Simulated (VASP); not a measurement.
VASP input:

INCAR:
```
ALGO  =  Normal
EDIFF  =  1E-7
EDIFFG  =  -0.001
ENCUT  =  400
GGA  =  PE
IBRION  =  2
ISIF  =  3
ISMEAR  =  0
LASPH  =  .True.
LCHARG  =  .False.
LMAXMIX  =  4
LREAL  =  .False.
LWAVE  =  .False.
NELM  =  100
NSW  =  40
PREC  =  Accurate
SIGMA  =  0.05
SYSTEM  =  CsCl
```

**POSCAR**
```
CsCl
1
    4.1200000000     0.0000000000     0.0000000000
    0.0000000000     4.1200000000     0.0000000000
    0.0000000000     0.0000000000     4.1200000000
Cs Cl
1 1
Direct
  0.0291262136   0.0121359223   0.0000000000
  0.5000000000   0.5000000000   0.5000000000
```

File KPOINTS:
```
Automatic mesh
0
gamma
 5 5 5
```

POTCAR, in this order: Cs_sv Cl (PBE.64 set). Program: vasp_std.

### Question
Translate this PBE calculation to Quantum ESPRESSO's pw.x.

### Answer
One equivalent input (not run):
```
&CONTROL
  calculation = 'vc-relax'
  pseudo_dir = './pseudo'
  outdir = './out'
  tprnfor = .true.
  tstress = .true.
  nstep = 40
  forc_conv_thr = 3.9e-05
/
&SYSTEM
  ibrav = 0
  nat = 2
  ntyp = 2
  ecutwfc = 58
  occupations = 'smearing'
  smearing = 'gaussian'
  degauss = 0.003675
  input_dft = 'pbe'
/
&ELECTRONS
  conv_thr = 7.3e-09
  electron_maxstep = 100
/
&IONS
/
&CELL
/
ATOMIC_SPECIES
  Cs 132.905 Cs.upf
  Cl 35.450 Cl.upf
CELL_PARAMETERS angstrom
     4.1200000    0.0000000    0.0000000
     0.0000000    4.1200000    0.0000000
     0.0000000    0.0000000    4.1200000
ATOMIC_POSITIONS crystal
  Cs   0.0291262  0.0121359  0.0000000
  Cl   0.5000000  0.5000000  0.5000000
K_POINTS automatic
  5 5 5 0 0 0
```
Limits of the translation: the potentials are each code's own (VASP's PAW set, PseudoDojo norm-conserving files in pw.x), so ENCUT and ecutwfc are chosen apart and not converted; conv_thr bounds pw.x's estimated SCF error, while EDIFF bounds the energy change between steps; forc_conv_thr acts on force components and is met together with etot_conv_thr.

The compound is CsCl in the CsCl type structure. In the starting cell atoms are displaced from their ideal sites. This run relaxes it. Symmetry was kept, so distortions that lower it aren't found.
